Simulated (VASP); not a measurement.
Crystal: WAu.

```xyz
2
Lattice="0.0000 2.9092 2.9092 2.9092 0.0000 2.9092 2.9092 2.9092 0.0000" Properties=species:S:1:pos:R:3 pbc="T T T"
W     0.0000    0.0000    0.0000
Au    4.3638    4.3638    4.3638
```

The cell was built by a generator and needn't be a form met in nature.

| Quantity | Value |
| --- | --- |
| Program | VASP 6.6.1 |
| Task | relaxation of cell and atoms |
| Functional | LAK |
| Potentials or basis | VASP PAW PBE potentials, release 64 (W_sv, Au) |
| Cutoff | 600 eV |
| k mesh | 8 × 8 × 8 |
| Occupations | methfessel-paxton, width 0.1 eV |
| Spin | no spin polarisation |

At the start: pressure 3.1 GPa; volume 24.62 Å³/atom.

Question: How do energy, volume and symmetry change on relaxing?

Answer: Over 3 steps the energy falls by 5.9 meV/atom and the volume is 25.25 Å³/atom (+2.6 %); space group F-43m (No. 216, to 0.05 Å).

The path:
```csv
step,energy change (eV),largest force (eV/Å),pressure (GPa),volume (Å³)
1,0.0000,0.0000,3.12,49.24
2,0.0222,0.0000,-4.62,52.74
3,-0.0118,0.0000,-0.04,50.50
```

Final structure:
```xyz
2
Lattice="0.0000 2.9338 2.9338 2.9338 0.0000 2.9338 2.9338 2.9338 0.0000" Properties=species:S:1:pos:R:3 pbc="T T T"
W     0.0000    0.0000    0.0000
Au    4.4007    4.4007    4.4007
```

Caveat: the PAW data sets were made with another functional, which shifts forces and pressure a little.
